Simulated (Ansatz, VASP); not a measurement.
**Si57O97 (amorphous SiO1.7): VASP beside Ansatz**

Wanted: the spread between two codes on one cell, functional and k mesh. The cell is taken from a series of runs on this material, whose earlier steps may have relaxed, scaled, displaced or heated it; both programs get it as it stands.

Method: plane waves, with VASP 6.6.1 beside it; PBEsol, in Ansatz 0.2.0.

### Step 1. The starting structure

The cell holds 154 atoms: 57 Si and 97 O. Its edges and angles: a = 13.312 Å, b = 13.312 Å, c = 13.312 Å, α = 90.0°, β = 90.0°, γ = 90.0°. As first built, before any earlier steps moved the atoms or strained the cell (in the runner's words): 154 atoms (57 Si, 97 O) placed at random at 2.22 g/cm^3, melted at 5000 K for 10 ps at fixed volume with the Tersoff Si-O potential (Munetoh et al., Comput. Mater. Sci. 39, 334 (2007)). Quenched from 5000 K to 100 K at 10 K/ps and fixed volume, held 5 ps.

### Step 2. Ansatz: single point, PBEsol

Ansatz runs on its default PAW (the set named soft_2) files.

A single point takes one fixed geometry, so differences don't come from the geometry; what else differs is listed under the comparison.

input.yaml reads:

```yaml
crystal:
  lattice:
    - [13.3125, 0.0, 0.0]
    - [0.0, 13.3125, 0.0]
    - [0.0, 0.0, 13.3125]
  atoms:
    - { symbol: Si, position: [0.10475, 0.1556, 0.19995] }
    - { symbol: Si, position: [0.35698, 0.59641, 0.11771] }
    - { symbol: Si, position: [0.17292, 0.8513, 0.15782] }
    - { symbol: Si, position: [0.6326, 0.37725, 0.54095] }
    - { symbol: Si, position: [0.21554, 0.00285, 0.07493] }
    - { symbol: Si, position: [0.97669, 0.78141, 0.67619] }
    - { symbol: Si, position: [0.12003, 0.38543, 0.18606] }
    - { symbol: Si, position: [0.39286, 0.30338, 0.31384] }
    - { symbol: Si, position: [0.65649, 0.77681, 0.93842] }
    - { symbol: Si, position: [0.89188, 0.76212, 0.96429] }
    - { symbol: Si, position: [0.26743, 0.50472, 0.3115] }
    - { symbol: Si, position: [0.60447, 0.34794, 0.23153] }
    - { symbol: Si, position: [0.33117, 0.55797, 0.73748] }
    - { symbol: Si, position: [0.66835, 0.0957, 0.07509] }
    - { symbol: Si, position: [0.01519, 0.00276, 0.23029] }
    - { symbol: Si, position: [0.36165, 0.90428, 0.69295] }
    - { symbol: Si, position: [0.54652, 0.98681, 0.93134] }
    - { symbol: Si, position: [0.60073, 0.09847, 0.54254] }
    - { symbol: Si, position: [0.1834, 0.69764, 0.98809] }
    - { symbol: Si, position: [0.8532, 0.40206, 0.47296] }
    - { symbol: Si, position: [0.03516, 0.19595, 0.96734] }
    - { symbol: Si, position: [0.19381, 0.7551, 0.76207] }
    - { symbol: Si, position: [0.73002, 0.68317, 0.30353] }
    - { symbol: Si, position: [0.92485, 0.65399, 0.17714] }
    - { symbol: Si, position: [0.39435, 0.01688, 0.48525] }
    - { symbol: Si, position: [0.70963, 0.89278, 0.4019] }
    - { symbol: Si, position: [0.7989, 0.07375, 0.27721] }
    - { symbol: Si, position: [0.66358, 0.66937, 0.72991] }
    - { symbol: Si, position: [0.00119, 0.19108, 0.62985] }
    - { symbol: Si, position: [0.37588, 0.02914, 0.89981] }
[... 118 atom lines left out ...]
    - { symbol: O, position: [0.52047, 0.84421, 0.17598] }
    - { symbol: O, position: [0.07427, 0.89837, 0.22089] }
    - { symbol: O, position: [0.19608, 0.70184, 0.36864] }
    - { symbol: O, position: [0.00625, 0.65369, 0.4623] }
    - { symbol: O, position: [0.29962, 0.33147, 0.9423] }
    - { symbol: O, position: [0.66279, 0.14765, 0.44648] }
kpoints:
  mp_grid: { grid: [1, 1, 1] }
hamiltonian:
  xc: pbesol
scf:
  occupations: { method: gaussian, width: 0.05 }
output:
  forces: true
  stress: true
  populations: true
  dos:
    method: { smearing: { sigma: 0.1 } }
    de: 0.1
    projected: { site_lists: { O: [O], Si: [Si] } }
  eigenvalues: true
  write_density: true
  write_potential: true
  volumetric_format: npy
```

Run with:

```sh
$ ansatz run input.yaml --threads 8 --pin off --max-ram 15872MiB --backend cpu --events-out ev --progress --plain --runs-dir out
```

Numbers of over 12 decimals in the logs are rounded to 6 here.

What it wrote:

```text
Engine: ansatz 0.2.0, aarch64-unknown-linux-gnu
Pseudopotentials: kind: paw
Pseudopotential: Si, paw, valence charge 4, recommended cutoff 420 eV (normal), Si.paw.azcp
Pseudopotential: O, paw, valence charge 6, recommended cutoff 420 eV (normal), O.paw.azcp
Functional definition: PBEsol
  exchange = pbesol_x
  correlation = pbesol_c
Crystal: 154 atoms, lattice volume = 2359.277 Å³
Basis set: ecut = 420 eV, 46297 PW (Γ), exchange–correlation on 180×180×180 points (8 copies of the dense FFT grid, shifted against one another)
Bands: 559, of which v1, the nominal top of the filled ones, is band 405 counted from 1 (404 counted from 0)
Symmetry: 1 space group operations
Space group: P1 (ITA 1), of the structure as read, at distance tolerance 1.3e-4 Å
k-points: 1
Non-local potential: Si, projectors of the file, l = 0: 2, l = 1: 2, l = 2: 2
Non-local potential: O, projectors of the file, l = 0: 2, l = 1: 2, l = 2: 1
PAW form: soft (Blöchl's): semilocal exchange-correlation on the pseudo side does not see the compensation charge
PAW frozen core: Si, regenerated for the run's functional, and the local potential with it (the file was generated under x = pbe(κ = 0.804, μ = 0.219515), c = pbe(β = 0.066725))
PAW frozen core: O, regenerated for the run's functional, and the local potential with it (the file was generated under x = pbe(κ = 0.804, μ = 0.219515), c = pbe(β = 0.066725))
PAW one-centre angular grid: Si, 110 points (default); XC on 64 Gauss nodes
PAW one-centre angular grid: O, 110 points (default); XC on 64 Gauss nodes
Initial density: superposition of atomic densities (neutral atoms: chi_scale 0, normalization atom), corrected by the library's trained network
Initial wavefunctions: pseudopotential atomic-orbital guess
Functional: x = pbesol(κ = 0.804, μ = 0.123457), c = pbesol(β = 0.046)
SCF iter   1: F=—  HF=-89908.941216 eV  |F-HF|=—  |Δ(HF+E_count)|=         —  Δρ=1.82e-2  dr2=2.21e1  ethr=1.77e-3  ⟨swp⟩=6.0  Hψ=2693  notcnv=0  defer=83
preconditioner: auto → LDOS  [insulator: Δε(μ)=0.084 eV  Ē_g=14.559 eV  σ=0.050 eV  W_gap=0.76  n_scr=460 (ndim 8)  ℏωp=21.5 eV  f_vac=0.194  D(μ)=22.53/eV (n_scr^D=80)  ε∞_Penn≈3.2  β→1.0]
SCF iter   2: F=—  HF=-89908.995098 eV  |F-HF|=—  |Δ(HF+E_count)|=   5.39e-2  Δρ=2.08e-2  dr2=2.25e1  ethr=1.77e-3  ⟨swp⟩=3.0  Hψ=968  notcnv=0  defer=144
SCF iter   3: F=—  HF=-89906.486664 eV  |F-HF|=—  |Δ(HF+E_count)|=    2.51e0  Δρ=4.91e-3  dr2=1.72e0  ethr=1.77e-3  ⟨swp⟩=2.0  Hψ=673  notcnv=0  defer=144
SCF iter   4: F=—  HF=-89906.382941 eV  |F-HF|=—  |Δ(HF+E_count)|=   1.04e-1  Δρ=2.37e-3  dr2=3.87e-1  ethr=2.13e-4  ⟨swp⟩=3.0  Hψ=699  notcnv=0  defer=144
SCF iter   5: F=—  HF=-89906.369347 eV  |F-HF|=—  |Δ(HF+E_count)|=   1.36e-2  Δρ=1.63e-3  dr2=1.81e-1  ethr=4.78e-5  ⟨swp⟩=2.0  Hψ=722  notcnv=0  defer=144
SCF iter   6: F=—  HF=-89906.356382 eV  |F-HF|=—  |Δ(HF+E_count)|=   1.30e-2  Δρ=9.70e-4  dr2=6.57e-2  ethr=2.23e-5  ⟨swp⟩=2.0  Hψ=427  notcnv=0  defer=144
SCF iter   7: F=—  HF=-89906.353861 eV  |F-HF|=—  |Δ(HF+E_count)|=   2.52e-3  Δρ=6.28e-4  dr2=2.04e-2  ethr=8.11e-6  ⟨swp⟩=2.0  Hψ=426  notcnv=0  defer=144
SCF iter   8: F=—  HF=-89906.352282 eV  |F-HF|=—  |Δ(HF+E_count)|=   1.58e-3  Δρ=4.00e-4  dr2=1.01e-2  ethr=2.52e-6  ⟨swp⟩=2.0  Hψ=427  notcnv=0  defer=144
SCF iter   9: F=—  HF=-89906.351771 eV  |F-HF|=—  |Δ(HF+E_count)|=   5.11e-4  Δρ=2.49e-4  dr2=3.29e-3  ethr=1.25e-6  ⟨swp⟩=2.0  Hψ=424  notcnv=0  defer=144
SCF iter  10: F=—  HF=-89906.351515 eV  |F-HF|=—  |Δ(HF+E_count)|=   2.56e-4  Δρ=1.33e-4  dr2=9.83e-4  ethr=4.06e-7  ⟨swp⟩=2.0  Hψ=429  notcnv=0  defer=144
SCF iter  11: F=—  HF=-89906.351453 eV  |F-HF|=—  |Δ(HF+E_count)|=   6.25e-5  Δρ=8.65e-5  dr2=3.62e-4  ethr=1.21e-7  ⟨swp⟩=2.0  Hψ=435  notcnv=0  defer=144
SCF iter  12: F=—  HF=-89906.351450 eV  |F-HF|=—  |Δ(HF+E_count)|=   2.65e-6  Δρ=5.21e-5  dr2=1.39e-4  ethr=4.47e-8  ⟨swp⟩=2.0  Hψ=654  notcnv=0  defer=144
SCF iter  13: F=—  HF=-89906.351411 eV  |F-HF|=—  |Δ(HF+E_count)|=   3.89e-5  Δρ=3.25e-5  dr2=4.94e-5  ethr=1.71e-8  ⟨swp⟩=3.0  Hψ=736  notcnv=0  defer=144
SCF iter  14: F=—  HF=-89906.351411 eV  |F-HF|=—  |Δ(HF+E_count)|=   2.72e-7  Δρ=2.17e-5  dr2=1.96e-5  ethr=6.10e-9  ⟨swp⟩=2.0  Hψ=867  notcnv=0  defer=144
SCF iter  15: F=—  HF=-89906.351410 eV  |F-HF|=—  |Δ(HF+E_count)|=   1.41e-6  Δρ=1.37e-5  dr2=8.05e-6  ethr=2.42e-9  ⟨swp⟩=2.0  Hψ=734  notcnv=0  defer=144
SCF iter  16: F=—  HF=-89906.351409 eV  |F-HF|=—  |Δ(HF+E_count)|=   7.68e-7  Δρ=7.63e-6  dr2=3.03e-6  ethr=9.94e-10  ⟨swp⟩=2.0  Hψ=730  notcnv=0  defer=144
SCF iter  17: F=—  HF=-89906.351409 eV  |F-HF|=—  |Δ(HF+E_count)|=   2.20e-7  Δρ=4.58e-6  dr2=1.11e-6  ethr=3.74e-10  ⟨swp⟩=2.0  Hψ=443  notcnv=0  defer=144
SCF iter  18: F=—  HF=-89906.351409 eV  |F-HF|=—  |Δ(HF+E_count)|=   3.50e-8  Δρ=3.15e-6  dr2=5.25e-7  ethr=1.36e-10  ⟨swp⟩=2.0  Hψ=426  notcnv=0  defer=144
[...]
--- Löwdin populations: 154 sites ---
  site symbol       q [e]
     0     Si      2.6420
     1     Si      2.4149
     2     Si      2.6520
     3     Si      2.4071
     4     Si      2.8017
     5     Si      3.0264
     6     Si      2.5716
     7     Si      2.2910
     8     Si      2.2611
     9     Si      2.3615
    10     Si      2.4137
    11     Si      2.6183
    12     Si      2.2772
    13     Si      2.4374
    14     Si      3.1270
    15     Si      2.2825
    16     Si      2.8111
    17     Si      2.9253
    18     Si      2.2814
    19     Si      2.8409
    20     Si      2.3742
    21     Si      2.2809
    22     Si      2.2662
    23     Si      2.2971
[...]
146      O      6.7573
   147      O      6.7402
   148      O      6.7383
   149      O      6.7311
   150      O      6.7458
   151      O      6.7316
   152      O      6.7759
   153      O      6.7169
  spilling = 0.014782 (of n_electrons = 810.000000)
```

The column dr2 measures how far the density is from self-consistency, as an energy; F and HF (Harris–Foulkes) agree once it is small.

### Step 3. VASP: single point, PBEsol

The same cell, functional, mesh and smearing now go to VASP, with its own data sets.

Lines of VASP's logs that name or quote its potential files are left out, and so is its time.

INCAR reads:

```
SYSTEM = Si57O97
PREC = Accurate
ENCUT = 600
EDIFF = 1E-06
NELM = 120
ISMEAR = 0
SIGMA = 0.05
LREAL = Auto
ALGO = Normal
GGA = PS
NBANDS = 512
LORBIT = 11
LWAVE = .FALSE.
LCHARG = .FALSE.
ISIF = 2
LASPH = .TRUE.
GGA_COMPAT = .FALSE.
```

POSCAR reads:

```
Si57O97
1.0
   13.3125000000      0.0000000000      0.0000000000
    0.0000000000     13.3125000000      0.0000000000
    0.0000000000      0.0000000000     13.3125000000
Si O
57 97
Direct
    0.1047500000      0.1556000000      0.1999500000
    0.3569800000      0.5964100000      0.1177100000
    0.1729200000      0.8513000000      0.1578200000
    0.6326000000      0.3772500000      0.5409500000
    0.2155400000      0.0028500000      0.0749300000
    0.9766900000      0.7814100000      0.6761900000
    0.1200300000      0.3854300000      0.1860600000
    0.3928600000      0.3033800000      0.3138400000
    0.6564900000      0.7768100000      0.9384200000
    0.8918800000      0.7621200000      0.9642900000
    0.2674300000      0.5047200000      0.3115000000
    0.6044700000      0.3479400000      0.2315300000
    0.3311700000      0.5579700000      0.7374800000
    0.6683500000      0.0957000000      0.0750900000
    0.0151900000      0.0027600000      0.2302900000
    0.3616500000      0.9042800000      0.6929500000
    0.5465200000      0.9868100000      0.9313400000
    0.6007300000      0.0984700000      0.5425400000
    0.1834000000      0.6976400000      0.9880900000
    0.8532000000      0.4020600000      0.4729600000
    0.0351600000      0.1959500000      0.9673400000
    0.1938100000      0.7551000000      0.7620700000
    0.7300200000      0.6831700000      0.3035300000
    0.9248500000      0.6539900000      0.1771400000
    0.3943500000      0.0168800000      0.4852500000
    0.7096300000      0.8927800000      0.4019000000
    0.7989000000      0.0737500000      0.2772100000
    0.6635800000      0.6693700000      0.7299100000
    0.0011900000      0.1910800000      0.6298500000
    0.3758800000      0.0291400000      0.8998100000
[... 118 atom lines left out ...]
    0.5204700000      0.8442100000      0.1759800000
    0.0742700000      0.8983700000      0.2208900000
    0.1960800000      0.7018400000      0.3686400000
    0.0062500000      0.6536900000      0.4623000000
    0.2996200000      0.3314700000      0.9423000000
    0.6627900000      0.1476500000      0.4464800000
```

KPOINTS reads:

```
Automatic mesh
0
Gamma
1 1 1
0 0 0
```

Potentials, in the order of the species: Si and O (PBE family, release 64).

Run with:

```sh
$ export OMP_NUM_THREADS=3
$ mpirun -np 1 vasp_gam
```

What it wrote:

```text
[banner, memory and clock lines left out]
running    1 mpi-ranks, on    1 nodes
[...]
Offloading initialized ...    1 GPUs detected
[...]
|                                                                             |
|               ----> ADVICE to this user running VASP <----                  |
|                                                                             |
|     You enforced a specific xc type in the INCAR file but a different       |
|     [... a line on the potential file left out ...]
|     I HOPE YOU KNOW WHAT YOU ARE DOING!                                     |
|                                                                             |

 LDA part: xc-table for (Slater+PW92), standard interpolation
 POSCAR, INCAR and KPOINTS ok, starting setup
[...]
entering main loop
       N       E                     dE             d eps       ncg     rms          rms(c)
DAV:   1     0.773686402572E+04    0.77369E+04   -0.50105E+05  1040   0.170E+03
DAV:   2    -0.525632439501E+03   -0.82625E+04   -0.80066E+04  1264   0.380E+02
DAV:   3    -0.128593709969E+04   -0.76030E+03   -0.75049E+03  1224   0.119E+02
DAV:   4    -0.130528595054E+04   -0.19349E+02   -0.19116E+02  1216   0.198E+01
[...]
DAV:  23    -0.115896042557E+04   -0.88946E-05   -0.83718E-06   984   0.501E-03    0.530E-03
DAV:  24    -0.115896042889E+04   -0.33196E-05   -0.68171E-06  1088   0.435E-03    0.298E-03
DAV:  25    -0.115896042947E+04   -0.58253E-06   -0.93831E-07   744   0.186E-03
   1 F= -.11589604E+04 E0= -.11589348E+04  d E =-.512351E-01
```

OUTCAR, selected parts (step 3):

```text
  Total       18.6013009     23.1008914    -19.3018957      3.3667132     23.7718742     -7.4590610
  in kB       12.6320850     15.6877427    -13.1078567      2.2863244     16.1434051     -5.0654249
  external PRESSURE =       5.0706570 kB  Pullay stress =       0.0000000 kB

  FREE ENERGIE OF THE ION-ELECTRON SYSTEM (eV)
  ---------------------------------------------------
  free  energy   TOTEN  =     -1158.9604294749 eV

  energy  without entropy=    -1158.9091943305  energy(sigma->0) =    -1158.93481190

[... 3 further parts left out ...]
[key lines of the parts left out:]
E-fermi :   4.8530
```

The run ends at a pressure of 0.51 GPa, with forces up to 5.4 eV/Å.

### Step 4. Comparison

Known differences besides the potentials themselves: the cutoff is 420 eV in Ansatz and 600 eV in VASP (PREC = Accurate, projectors in real space); Ansatz makes its cores anew for this functional, VASP keeps those of its PBE data sets. Total energies have different zeros and are not compared.

The two programs side by side:

| quantity | Ansatz | VASP | difference |
| --- | --- | --- | --- |
| pressure (GPa) | 0.26 | 0.51 | -0.25 |

Forces on 8 of the 154 atoms, those with the largest forces and the largest differences (eV/Å; atoms numbered as in POSCAR):

| atom | Ansatz x, y, z | VASP x, y, z |
| --- | --- | --- |
| Si2 | 1.649, -0.320, -4.298 | 1.645, -0.344, -4.265 |
| Si6 | 1.976, -0.971, -3.405 | 1.924, -0.967, -3.470 |
| Si17 | -0.586, -0.551, -2.700 | -0.685, -0.500, -2.722 |
| Si18 | 2.728, -4.581, -0.663 | 2.712, -4.664, -0.717 |
| Si25 | -1.132, -3.861, 0.884 | -1.136, -3.830, 0.892 |
| Si33 | -3.328, -0.139, -2.112 | -3.401, -0.177, -2.228 |
| Si39 | 3.546, 1.430, 2.306 | 3.554, 1.409, 2.282 |
| Si45 | -2.951, 2.123, 3.365 | -3.009, 2.194, 3.406 |

The forces differ by 26 meV/Å r.m.s., which is 2.1 % of the r.m.s. force of 1.246 eV/Å (both taken over all components).

### Step 5. Summary of results

```
r.m.s. force difference (single point, PBEsol) : 2.1 % of the r.m.s. force
```

**Reading.** The r.m.s. force difference is 2.1 % of the r.m.s. force (single point, PBEsol), within the 3 % picked in this series as the mark of a large difference. How closely two codes agree says nothing of how well the functional describes the real material.

[Lines on the potential files, build, host, timing and source positions are cut from VASP's logs without a mark.]

[Logs are printed without paths, hosts, clocks, repeated set-up lines and the standing remarks that a program may print on its own settings, such as how far it seeks lower states.]

[Hosts, paths, dates, database ids (printed as entryN), source tags and the programs' standing remarks are cut or masked in the printed files.]
